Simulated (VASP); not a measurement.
Output of a VASP run:

File OSZICAR:
```
       N       E                     dE             d eps       ncg     rms          rms(c)
DAV:   1     0.216007137541E+03    0.21601E+03   -0.14569E+04  3784   0.169E+03
DAV:   2    -0.171692778678E+02   -0.23318E+03   -0.22422E+03  3648   0.332E+02
DAV:   3    -0.290319477710E+02   -0.11863E+02   -0.11285E+02  3764   0.104E+02
DAV:   4    -0.291838106925E+02   -0.15186E+00   -0.15148E+00  3982   0.123E+01
DAV:   5    -0.291883652918E+02   -0.45546E-02   -0.45497E-02  4986   0.172E+00    0.204E+01
DAV:   6    -0.265764733314E+02    0.26119E+01   -0.38488E+01  3886   0.984E+01    0.221E+01
DAV:   7    -0.298349757727E+02   -0.32585E+01   -0.25211E+01  4342   0.121E+02    0.275E+01
DAV:   8    -0.248457701309E+02    0.49892E+01   -0.17104E+01  4558   0.550E+01    0.627E+00
DAV:   9    -0.250280366404E+02   -0.18227E+00   -0.69897E-01  4188   0.102E+01    0.339E+00
DAV:  10    -0.250038192108E+02    0.24217E-01   -0.13430E-01  4984   0.876E+00    0.161E+00
DAV:  11    -0.250003871160E+02    0.34321E-02   -0.43173E-02  5440   0.280E+00    0.117E+00
DAV:  12    -0.250034393748E+02   -0.30523E-02   -0.64476E-03  4396   0.203E+00    0.368E-01
DAV:  13    -0.250034825719E+02   -0.43197E-04   -0.20966E-03  5292   0.796E-01    0.763E-02
DAV:  14    -0.250034350481E+02    0.47524E-04   -0.38613E-04  5198   0.271E-01    0.143E-01
DAV:  15    -0.250034283855E+02    0.66626E-05   -0.14645E-04  4376   0.338E-01    0.270E-02
DAV:  16    -0.250034250491E+02    0.33364E-05   -0.19623E-05  4550   0.617E-02    0.372E-02
DAV:  17    -0.250034317625E+02   -0.67134E-05   -0.42268E-06  3060   0.579E-02    0.108E-02
DAV:  18    -0.250034341760E+02   -0.24134E-05   -0.15990E-06  2312   0.251E-02    0.178E-03
DAV:  19    -0.250034349364E+02   -0.76045E-06   -0.10316E-06  2240   0.838E-03
   1 F= -.25003435E+02 E0= -.25003435E+02  d E =0.000000E+00  mag=     4.7037
```

### OUTCAR
```
------------------------ aborting loop because EDIFF is reached ----------------------------------------
  FORCE on cell =-STRESS in cart. coord.  units (eV):
  Direction    XX          YY          ZZ          XY          YZ          ZX
  --------------------------------------------------------------------------------------
  Total       -0.5009245     -0.5009245     -0.5009245      0.0000000      0.0000000     -0.0000000
  in kB      -17.9389815    -17.9389815    -17.9389815      0.0000000      0.0000000     -0.0000000
  external PRESSURE =     -17.9389815 kB  Pullay stress =       0.0000000 kB
  volume of cell :       44.74
      direct lattice vectors                 reciprocal lattice vectors
     3.550000000  0.000000000  0.000000000     0.281690141  0.000000000  0.000000000
     0.000000000  3.550000000  0.000000000     0.000000000  0.281690141  0.000000000
     0.000000000  0.000000000  3.550000000     0.000000000  0.000000000  0.281690141
 POSITION                                       TOTAL-FORCE (eV/Angst)
 -----------------------------------------------------------------------------------
      0.00000      0.00000      0.00000         0.000000      0.000000      0.000000
      0.00000      1.77500      1.77500         0.000000      0.000000      0.000000
      1.77500      0.00000      1.77500         0.000000      0.000000      0.000000
      1.77500      1.77500      0.00000         0.000000      0.000000      0.000000
 -----------------------------------------------------------------------------------
    total drift:                                0.000000     -0.000000     -0.000000
  FREE ENERGIE OF THE ION-ELECTRON SYSTEM (eV)
  ---------------------------------------------------
  free  energy   TOTEN  =       -25.0034349364 eV

  energy  without entropy=      -25.0034349364  energy(sigma->0) =      -25.00343494

 total charge

# of ion       s       p       d       tot
------------------------------------------
    1        0.473   0.497   6.106   7.077
    2        0.501   0.505   8.321   9.326
    3        0.501   0.505   8.321   9.326
    4        0.501   0.505   8.321   9.326
--------------------------------------------------
tot          1.975   2.011  31.069  35.055

 magnetization (x)

# of ion       s       p       d       tot
------------------------------------------
    1        0.013  -0.001   2.897   2.909
    2       -0.017  -0.045   0.671   0.610
    3       -0.017  -0.045   0.671   0.610
    4       -0.017  -0.045   0.671   0.610
--------------------------------------------------
tot         -0.038  -0.135   4.910   4.738
```
(Selected blocks of OUTCAR.)

**POSCAR**
```
Ni3Fe
1
    3.5500000000     0.0000000000     0.0000000000
    0.0000000000     3.5500000000     0.0000000000
    0.0000000000     0.0000000000     3.5500000000
Fe Ni
1 3
Direct
  0.0000000000   0.0000000000   0.0000000000
  0.0000000000   0.5000000000   0.5000000000
  0.5000000000   0.0000000000   0.5000000000
  0.5000000000   0.5000000000   0.0000000000
```

Write an INCAR and KPOINTS that could have produced this output.

This is not unique; one that fits is the input of the run itself, PBE GGA, plane waves, VASP's PBE PAW potentials (set 64).

INCAR:
```
LREAL=.FALSE.   ! projection in real space or not
EDIFF=1E-6
ENCUT=400
ISMEAR=-5
ISIF=2
MAGMOM=3.0 3*0.7
LASPH=.TRUE.   ! aspherical one-centre terms
SYSTEM=Ni3Fe
LORBIT=10
NELM=100   ! most electronic steps
ALGO=Normal   ! blocked Davidson
PREC=Accurate
ISPIN=2
LMAXMIX=4
LCHARG=.FALSE.
GGA=PE   ! PBE
LWAVE=.FALSE.
```

**KPOINTS**
```
Automatic mesh
0
Gamma
8 8 8
0 0 0
```

POTCAR, in this order: Fe Ni (PBE.64 set). Program: vasp_std.

For a metal the tetrahedron method with Blöchl corrections gives inexact stress and forces.

The compound is Ni3Fe in the L1_2 structure. The cell was not relaxed at this level. The run is one of a series of settings (ISMEAR = -5, SIGMA removed against the base run), some of them coarse on purpose.
